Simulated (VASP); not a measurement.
OSZICAR of a VASP run on Bi2Te3 (tetradymite):

### OSZICAR
```
       N       E                     dE             d eps       ncg     rms          rms(c)
DAV:   1     0.139543919736E+04    0.13954E+04   -0.61678E+04   860   0.152E+03
DAV:   2     0.122027573758E+03   -0.12734E+04   -0.12335E+04   916   0.398E+02
DAV:   3    -0.459772531757E+02   -0.16800E+03   -0.16134E+03  1032   0.167E+02
DAV:   4    -0.556723897500E+02   -0.96951E+01   -0.95823E+01   976   0.401E+01
DAV:   5    -0.562162010041E+02   -0.54381E+00   -0.54246E+00  1248   0.925E+00    0.112E+01
DAV:   6    -0.551776245274E+02    0.10386E+01   -0.21573E+00  1014   0.537E+00    0.894E+00
DAV:   7    -0.552207017292E+02   -0.43077E-01   -0.10732E+00  1088   0.271E+00    0.203E+00
DAV:   8    -0.552291308635E+02   -0.84291E-02   -0.15487E-01   980   0.122E+00    0.126E+00
DAV:   9    -0.552242737793E+02    0.48571E-02   -0.12363E-02  1056   0.514E-01    0.807E-01
DAV:  10    -0.552253723822E+02   -0.10986E-02   -0.14071E-02  1020   0.353E-01    0.216E-01
DAV:  11    -0.552254789815E+02   -0.10660E-03   -0.11817E-03   984   0.998E-02    0.222E-01
DAV:  12    -0.552254610763E+02    0.17905E-04   -0.24173E-04  1010   0.444E-02    0.741E-02
DAV:  13    -0.552254639601E+02   -0.28838E-05   -0.93765E-05   920   0.254E-02    0.221E-02
DAV:  14    -0.552254670657E+02   -0.31056E-05   -0.16467E-05   828   0.126E-02    0.123E-02
DAV:  15    -0.552254666149E+02    0.45080E-06   -0.45595E-06   856   0.623E-03
   1 F= -.55225467E+02 E0= -.55225467E+02  d E =-.552255E+02
       N       E                     dE             d eps       ncg     rms          rms(c)
DAV:   1    -0.552277648868E+02   -0.22978E-02   -0.72381E-02  1046   0.153E+00    0.239E-01
DAV:   2    -0.552261712773E+02    0.15936E-02   -0.41014E-03  1072   0.460E-01    0.117E-01
DAV:   3    -0.552256996295E+02    0.47165E-03   -0.14648E-03  1112   0.242E-01    0.321E-02
DAV:   4    -0.552257061619E+02   -0.65325E-05   -0.16284E-04   960   0.670E-02    0.158E-02
DAV:   5    -0.552257085931E+02   -0.24312E-05   -0.12301E-05   996   0.156E-02    0.100E-02
DAV:   6    -0.552257114243E+02   -0.28312E-05   -0.29825E-06   704   0.809E-03    0.475E-03
DAV:   7    -0.552257119733E+02   -0.54905E-06   -0.95081E-07   508   0.546E-03
   2 F= -.55225712E+02 E0= -.55225712E+02  d E =-.245358E-03
```

Task: Which electronic solver shows in the log?

Result: It is blocked Davidson (ALGO = Normal, or the opening steps of other solvers). The INCAR had ALGO = Normal.

Task: Can the final energy be trusted as converged?

Result: The calculation finished and met its thresholds. It stopped with EDIFF = 1E-6, NELM = 100, NSW = 60 and EDIFFG = -0.02 after 2 ionic steps (PBE GGA, plane waves, VASP's PBE PAW potentials (set 64)). Without a dispersion term in the relaxation, distances and binding between the weakly bound layers, chains or molecules are unreliable, and so is what depends on them.

The compound is Bi2Te3 in the tetradymite structure. This run relaxes it. Symmetry was kept, so distortions that lower it aren't found. The start is the result of an earlier pass.
